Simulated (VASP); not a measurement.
```xyz
2
Lattice="0.0000 2.4927 2.4927 2.4927 0.0000 2.4927 2.4927 2.4927 0.0000" Properties=species:S:1:pos:R:3 pbc="T T T"
Li     0.0000     0.0000     0.0000
Cl     2.4927     2.4927     2.4927
```

Method: vdW-DF-cx, VASP's PBE PAW potentials (set 64) (plane waves; VASP). Settings: 520 eV cut-off, 9×9×9 Γ-centred mesh, Gaussian smearing of 0.050 eV, potentials Li_sv Cl.

Task: What does the run give for the energy per atom (σ→0), pressure?

Result: 
The energy per atom (σ→0) comes out as -2.448 eV/atom. The pressure comes out as 2.48 GPa.

The absolute energy has meaning only against runs of the same code, potentials and settings.

The compound is LiCl in the rock salt structure. This cell is one point of a volume scan, at 0.94 of the reference volume.
